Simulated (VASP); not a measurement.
All values below come from PW91 GGA, VASP's PBE PAW potentials (set 64) (plane waves; VASP).

Input for VASP

File POSCAR:
```
PtS2
1
    1.7721763324    -3.0694995197     0.0000000000
    1.7721763324     3.0694995197     0.0000000000
    0.0000000000     0.0000000000     6.4771565395
Pt S
1 2
Direct
  0.0000000000   0.0000000000   0.0000000000
  0.3333330000   0.6666670000   0.1879340982
  0.6666670000   0.3333330000   0.8120659018
```

KPOINTS:
```
Automatic mesh
0
Gamma
7 7 4
0 0 0
```

INCAR:
```
! general
SYSTEM  = PtS2
PREC    = Accurate
ENCUT   = 520
LREAL   = .FALSE.
LASPH   = .TRUE.

! electronic loop
EDIFF   = 1E-7
NELM    = 100
ALGO    = Normal
LMAXMIX = 6

! smearing
ISMEAR  = 0
SIGMA   = 0.05

! functional
GGA     = 91

! ions
IBRION  = 2
NSW     = 30
ISIF    = 4
EDIFFG  = -0.01

! output
LWAVE   = .FALSE.
LCHARG  = .FALSE.
```

POTCAR, in this order: Pt S (PBE.64 set). Program: vasp_std.

What VASP printed:

### OUTCAR
```
 ion  position               nearest neighbor table
   1  0.000  0.000  0.000-   2 2.38   3 2.38   3 2.38   2 2.38   3 2.38   2 2.38
   2  0.333  0.667  0.188-   1 2.38   1 2.38   1 2.38
   3  0.667  0.333  0.812-   1 2.38   1 2.38   1 2.38
  LATTYP: Found a hexagonal cell.
 ALAT       =     3.5443527272
 C/A-ratio  =     1.8274582239
 Subroutine PRICEL returns:
 Original cell was already a primitive cell.
 Subroutine GETGRP returns: Found 12 space group operations
The static configuration has the point symmetry D_3d.
The dynamic configuration has the point symmetry D_3d.
 Subroutine INISYM returns: Found 12 space group operations
 Subroutine IBZKPT returns following result:
 Found     28 irreducible k-points:

 Following reciprocal coordinates:
            Coordinates               Weight
  0.000000  0.000000  0.000000      1.000000
  0.142857 -0.000000  0.000000      6.000000
  0.285714  0.000000  0.000000      6.000000
  0.428571 -0.000000  0.000000      6.000000
  0.142857  0.142857  0.000000      6.000000
  0.285714  0.142857  0.000000     12.000000
  0.428571  0.142857  0.000000      6.000000
  0.285714  0.285714  0.000000      6.000000
  0.000000  0.000000  0.250000      2.000000
  0.142857 -0.000000  0.250000      6.000000
 -0.000000  0.142857  0.250000      6.000000
  0.285714  0.000000  0.250000      6.000000
  0.000000  0.285714  0.250000      6.000000
  0.428571 -0.000000  0.250000      6.000000
 -0.000000  0.428571  0.250000      6.000000
  0.142857  0.142857  0.250000     12.000000
  0.285714  0.142857  0.250000     12.000000
 -0.142857  0.428571  0.250000     12.000000
  0.428571  0.142857  0.250000     12.000000
  0.285714  0.285714  0.250000     12.000000
  0.000000  0.000000  0.500000      1.000000
  0.142857 -0.000000  0.500000      6.000000
  0.285714  0.000000  0.500000      6.000000
  0.428571 -0.000000  0.500000      6.000000
  0.142857  0.142857  0.500000      6.000000
  0.285714  0.142857  0.500000     12.000000
  0.428571  0.142857  0.500000      6.000000
  0.285714  0.285714  0.500000      6.000000
   k-points           NKPTS =     28   k-points in BZ     NKDIM =     28   number of bands    NBANDS=     15
   number of dos      NEDOS =    301   number of ions     NIONS =      3
   total plane-waves  NPLWV =  37632
   dimension x,y,z NGX =    28 NGY =   28 NGZ =   48
   dimension x,y,z NGXF=    56 NGYF=   56 NGZF=   96
   ions per type =               1   2
   PREC   = accura    normal or accurate (medium, high low for compatibility)
   ISTART =      0    job   : 0-new  1-cont  2-samecut
   ICHARG =      2    charge: 1-file 2-atom 10-const
   ISPIN  =      1    spin polarized calculation?
   LNONCOLLINEAR =      F non collinear calculations
   LSORBIT =      F    spin-orbit coupling
   INIWAV =      1    electr: 0-lowe 1-rand  2-diag
   ENCUT  =  520.0 eV  38.22 Ry    6.18 a.u.   6.59  6.59 12.04*2*pi/ulx,y,z
   NELM   =    100;   NELMIN=  2; NELMDL= -5     # of ELM steps
   EDIFF  = 0.1E-06   stopping-criterion for ELM
   LREAL  =      F    real-space projection
   NLSPLINE    = F    spline interpolate recip. space projectors
   LMAXMIX     =    6 max onsite mixed and CHGCAR
   VOSKOWN=      0    Vosko Wilk Nusair interpolation
   EDIFFG = -.1E-01   stopping-criterion for IOM
   NSW    =     30    number of steps for IOM
   NBLOCK =      1;   KBLOCK =     30    inner block; outer block
   IBRION =      2    ionic relax: 0-MD 1-quasi-New 2-CG
   NFREE  =      1    steps in history (QN), initial steepest desc. (CG)
   ISIF   =      4    stress and relaxation
   ISYM   =      2    0-nonsym 1-usesym 2-fastsym
   TEIN   =    0.0    initial temperature
   TEBEG  =    0.0;   TEEND  =   0.0 temperature during run
...
```

### OSZICAR
```
       N       E                     dE             d eps       ncg     rms          rms(c)
DAV:   1     0.121447044832E+03    0.12145E+03   -0.10164E+04   848   0.127E+03
DAV:   2    -0.107986576976E+02   -0.13225E+03   -0.12925E+03  1071   0.239E+02
DAV:   3    -0.169103266559E+02   -0.61117E+01   -0.60851E+01  1092   0.575E+01
DAV:   4    -0.169998881085E+02   -0.89561E-01   -0.89540E-01  1092   0.721E+00
DAV:   5    -0.170023099273E+02   -0.24218E-02   -0.24217E-02  1134   0.114E+00    0.188E+01
DAV:   6    -0.157174651304E+02    0.12848E+01   -0.87645E+00   868   0.304E+01    0.117E+01
DAV:   7    -0.154857613818E+02    0.23170E+00   -0.15277E+00   882   0.138E+01    0.563E+00
DAV:   8    -0.154664935141E+02    0.19268E-01   -0.98829E-02  1092   0.236E+00    0.125E+00
DAV:   9    -0.154608104491E+02    0.56831E-02   -0.17018E-02  1001   0.149E+00    0.259E-01
DAV:  10    -0.154611127860E+02   -0.30234E-03   -0.23803E-03  1092   0.362E-01    0.871E-02
DAV:  11    -0.154611621932E+02   -0.49407E-04   -0.79064E-05  1066   0.845E-02    0.410E-02
DAV:  12    -0.154611670780E+02   -0.48848E-05   -0.18414E-05  1022   0.409E-02    0.100E-02
DAV:  13    -0.154611683478E+02   -0.12697E-05   -0.20737E-06  1094   0.110E-02    0.444E-03
DAV:  14    -0.154611686878E+02   -0.34002E-06   -0.34664E-07   949   0.446E-03    0.157E-03
DAV:  15    -0.154611687520E+02   -0.64211E-07   -0.80875E-09   840   0.695E-04
   1 F= -.15461169E+02 E0= -.15461169E+02  d E =-.154612E+02
       N       E                     dE             d eps       ncg     rms          rms(c)
DAV:   1    -0.154761191018E+02   -0.14950E-01   -0.15203E+00   840   0.756E+00    0.912E-01
DAV:   2    -0.154778615520E+02   -0.17425E-02   -0.67274E-02  1064   0.204E+00    0.404E-01
DAV:   3    -0.154766435859E+02    0.12180E-02   -0.25291E-03  1216   0.420E-01    0.236E-01
DAV:   4    -0.154763456971E+02    0.29789E-03   -0.17285E-03  1043   0.260E-01    0.598E-02
DAV:   5    -0.154763554430E+02   -0.97459E-05   -0.20507E-04   973   0.104E-01    0.471E-02
DAV:   6    -0.154763557530E+02   -0.30998E-06   -0.18716E-05  1058   0.293E-02    0.172E-02
DAV:   7    -0.154763577722E+02   -0.20192E-05   -0.19752E-06  1004   0.121E-02    0.495E-03
DAV:   8    -0.154763587755E+02   -0.10033E-05   -0.73610E-07   994   0.755E-03    0.151E-03
DAV:   9    -0.154763590345E+02   -0.25901E-06   -0.21644E-07   915   0.390E-03    0.138E-03
DAV:  10    -0.154763590908E+02   -0.56319E-07   -0.49470E-08   764   0.186E-03
   2 F= -.15476359E+02 E0= -.15476359E+02  d E =-.151903E-01
       N       E                     dE             d eps       ncg     rms          rms(c)
DAV:   1    -0.154803158799E+02   -0.39568E-02   -0.14302E+00   840   0.733E+00    0.869E-01
DAV:   2    -0.154820189766E+02   -0.17031E-02   -0.63267E-02  1057   0.197E+00    0.379E-01
DAV:   3    -0.154808926725E+02    0.11263E-02   -0.23145E-03  1208   0.406E-01    0.222E-01
DAV:   4    -0.154806071323E+02    0.28554E-03   -0.16263E-03  1029   0.253E-01    0.583E-02
DAV:   5    -0.154806176625E+02   -0.10530E-04   -0.19883E-04   966   0.103E-01    0.450E-02
DAV:   6    -0.154806181214E+02   -0.45893E-06   -0.18154E-05  1073   0.288E-02    0.168E-02
DAV:   7    -0.154806200242E+02   -0.19028E-05   -0.19033E-06   975   0.118E-02    0.466E-03
DAV:   8    -0.154806209070E+02   -0.88278E-06   -0.65467E-07  1022   0.699E-03    0.148E-03
DAV:   9    -0.154806211358E+02   -0.22884E-06   -0.18854E-07   884   0.364E-03    0.122E-03
DAV:  10    -0.154806211909E+02   -0.55074E-07   -0.46203E-08   778   0.178E-03
   3 F= -.15480621E+02 E0= -.15480621E+02  d E =-.194524E-01
       N       E                     dE             d eps       ncg     rms          rms(c)
DAV:   1    -0.154806433695E+02   -0.22234E-04   -0.69575E-03   840   0.513E-01    0.646E-02
DAV:   2    -0.154806542933E+02   -0.10924E-04   -0.30773E-04  1064   0.137E-01    0.261E-02
DAV:   3    -0.154806492580E+02    0.50353E-05   -0.10446E-05  1229   0.276E-02    0.147E-02
DAV:   4    -0.154806480144E+02    0.12436E-05   -0.87589E-06  1022   0.186E-02    0.414E-03
DAV:   5    -0.154806480156E+02   -0.11787E-08   -0.11179E-06   973   0.757E-03    0.289E-03
DAV:   6    -0.154806480387E+02   -0.23143E-07   -0.86511E-08   766   0.207E-03
   4 F= -.15480648E+02 E0= -.15480648E+02  d E =-.194793E-01
       N       E                     dE             d eps       ncg     rms          rms(c)
DAV:   1    -0.154850973406E+02   -0.44493E-02   -0.15904E-01   840   0.288E+00    0.380E-01
DAV:   2    -0.154823899749E+02    0.27074E-02   -0.79005E-03   980   0.800E-01    0.179E-01
DAV:   3    -0.154818566961E+02    0.53328E-03   -0.13008E-03  1036   0.304E-01    0.808E-02
DAV:   4    -0.154816796073E+02    0.17709E-03   -0.47799E-04  1085   0.146E-01    0.441E-02
DAV:   5    -0.154816761674E+02    0.34399E-05   -0.48786E-05  1036   0.502E-02    0.134E-02
DAV:   6    -0.154816785237E+02   -0.23564E-05   -0.59015E-06   994   0.180E-02    0.640E-03
DAV:   7    -0.154816799496E+02   -0.14258E-05   -0.13171E-06   882   0.102E-02    0.312E-03
DAV:   8    -0.154816805501E+02   -0.60059E-06   -0.49551E-07  1071   0.586E-03    0.119E-03
DAV:   9    -0.154816806325E+02   -0.82337E-07   -0.66611E-08   821   0.205E-03
   5 F= -.15481681E+02 E0= -.15481681E+02  d E =-.103259E-02
       N       E                     dE             d eps       ncg     rms          rms(c)
DAV:   1    -0.154835953328E+02   -0.19148E-02   -0.78511E-02   847   0.202E+00    0.268E-01
DAV:   2    -0.154822527556E+02    0.13426E-02   -0.39211E-03   973   0.562E-01    0.126E-01
DAV:   3    -0.154819892483E+02    0.26351E-03   -0.64503E-04  1043   0.214E-01    0.568E-02
DAV:   4    -0.154819017616E+02    0.87487E-04   -0.23643E-04  1078   0.103E-01    0.310E-02
DAV:   5    -0.154819003866E+02    0.13750E-05   -0.24089E-05  1036   0.352E-02    0.947E-03
DAV:   6    -0.154819016534E+02   -0.12667E-05   -0.29160E-06  1001   0.127E-02    0.451E-03
DAV:   7    -0.154819024175E+02   -0.76417E-06   -0.65959E-07   903   0.723E-03    0.221E-03
DAV:   8    -0.154819027389E+02   -0.32138E-06   -0.24117E-07   961   0.411E-03    0.794E-04
DAV:   9    -0.154819027844E+02   -0.45452E-07   -0.40153E-08   834   0.168E-03
   6 F= -.15481903E+02 E0= -.15481903E+02  d E =-.125475E-02
```

**OUTCAR**
```
------------------------ aborting loop because EDIFF is reached ----------------------------------------
  FORCE on cell =-STRESS in cart. coord.  units (eV):
  Direction    XX          YY          ZZ          XY          YZ          ZX
  --------------------------------------------------------------------------------------
  Total        0.0252468      0.0252468      0.0187349      0.0000000      0.0000000      0.0000000
  in kB        0.5740223      0.5740223      0.4259650      0.0000000      0.0000000      0.0000000
  external PRESSURE =       0.5246699 kB  Pullay stress =       0.0000000 kB
  volume of cell :       70.47
      direct lattice vectors                 reciprocal lattice vectors
     1.788974188 -3.098594268 -0.000000000     0.279489779 -0.161363495  0.000000000
     1.788974188  3.098594268  0.000000000     0.279489779  0.161363495 -0.000000000
     0.000000000  0.000000000  6.356091018    -0.000000000 -0.000000000  0.157329402
 POSITION                                       TOTAL-FORCE (eV/Angst)
 -----------------------------------------------------------------------------------
      0.00000      0.00000      0.00000         0.000000     -0.000000      0.000000
      1.78897      1.03287      1.23118        -0.000000     -0.000000      0.000802
      1.78897     -1.03287      5.12491         0.000000      0.000000     -0.000802
 -----------------------------------------------------------------------------------
    total drift:                                0.000000     -0.000000      0.000000
  FREE ENERGIE OF THE ION-ELECTRON SYSTEM (eV)
  ---------------------------------------------------
  free  energy   TOTEN  =       -15.4819027844 eV

  energy  without entropy=      -15.4819027844  energy(sigma->0) =      -15.48190278

 reached required accuracy - stopping structural energy minimisation
```
(Selected blocks of OUTCAR.)

### CONTCAR
```
PtS2
   1.00000000000000
     1.7889741877636278   -3.0985942679838838   -0.0000000000000000
     1.7889741877636278    3.0985942679838838    0.0000000000000000
     0.0000000000000000    0.0000000000000001    6.3560910182931618
  Pt              S
     1     2
Direct
     0.0000000000000000    0.0000000000000000    0.0000000000000000
     0.3333330000000032    0.6666669999999968    0.1937009691141942
     0.6666669999999968    0.3333330000000032    0.8062990308858057
```

Without a dispersion term in the relaxation, distances and binding between the weakly bound layers, chains or molecules are unreliable, and so is what depends on them.

The compound is PtS2 in the 1T layered structure. This cell is one point of a volume scan, at 0.97 of the reference volume. Symmetry was kept, so distortions that lower it aren't found.
